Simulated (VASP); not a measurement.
VASP input:

### INCAR
```
SYSTEM = ZrO2
PREC = Accurate; ENCUT = 520; LREAL = .FALSE.
LASPH = .TRUE.
EDIFF = 1E-7; NELM = 100; ALGO = Normal
LMAXMIX = 4
ISMEAR = -5
GGA = PE
ISIF = 2
LWAVE = .FALSE.; LCHARG = .TRUE.; LORBIT = 11
NEDOS = 601
LEFG = .TRUE.
```

### POSCAR
```
ZrO2
1
    0.0000000000     5.1865292580     0.0165907448
    5.2533457453     0.0000000000     0.0000000000
    0.0000000000    -0.8757942541    -5.2908372284
Zr O
4 8
Direct
  0.7238138061   0.9567832016   0.7904876849
  0.2761861939   0.4567832016   0.7095123151
  0.2761861939   0.0432167984   0.2095123151
  0.7238138061   0.5432167984   0.2904876849
  0.9317383416   0.6676686106   0.6551028061
  0.0682616584   0.1676686106   0.8448971939
  0.0682616584   0.3323313894   0.3448971939
  0.9317383416   0.8323313894   0.1551028061
  0.5500431407   0.2425499511   0.5223307553
  0.4499568593   0.7425499511   0.9776692447
  0.4499568593   0.7574500489   0.4776692447
  0.5500431407   0.2574500489   0.0223307553
```

KPOINTS:
```
Automatic mesh
0
Gamma
  5 5 5
0 0 0
```

POTCAR, in this order: Zr_sv O (PBE.64 set). Program: vasp_std.

Problem. Translate this PBE calculation to Ansatz.

Solution. One equivalent input (not run):
Ansatz 0.2 input:
```yaml
crystal:
  lattice:
    - [0.0000000, 5.1865293, 0.0165907]
    - [5.2533457, 0.0000000, 0.0000000]
    - [0.0000000, -0.8757943, -5.2908372]
  atoms:
    - { symbol: Zr, position: [0.7238138, 0.9567832, 0.7904877] }
    - { symbol: Zr, position: [0.2761862, 0.4567832, 0.7095123] }
    - { symbol: Zr, position: [0.2761862, 0.0432168, 0.2095123] }
    - { symbol: Zr, position: [0.7238138, 0.5432168, 0.2904877] }
    - { symbol: O, position: [0.9317383, 0.6676686, 0.6551028] }
    - { symbol: O, position: [0.0682617, 0.1676686, 0.8448972] }
    - { symbol: O, position: [0.0682617, 0.3323314, 0.3448972] }
    - { symbol: O, position: [0.9317383, 0.8323314, 0.1551028] }
    - { symbol: O, position: [0.5500431, 0.2425500, 0.5223308] }
    - { symbol: O, position: [0.4499569, 0.7425500, 0.9776692] }
    - { symbol: O, position: [0.4499569, 0.7574500, 0.4776692] }
    - { symbol: O, position: [0.5500431, 0.2574500, 0.0223308] }
kpoints:
  mp_grid: { grid: [5, 5, 5] }
hamiltonian:
  xc: pbe
  pseudopotentials: { kind: paw }
scf:
  occupations: { method: tetrahedron }
  max_iter: 100
output: { forces: true, stress: true, eigenvalues: true }
```
Limits of the translation: each code has its own PAW files, so the cut-off isn't converted (ENCUT is set for VASP's; basis.ecutwfc is left out, and Ansatz then takes the one that its files recommend); Ansatz stops its SCF on the density residual and VASP on the energy change (EDIFF); the field gradients of LEFG aren't asked of the other code.

The compound is ZrO2 in the monoclinic structure. It was relaxed first.
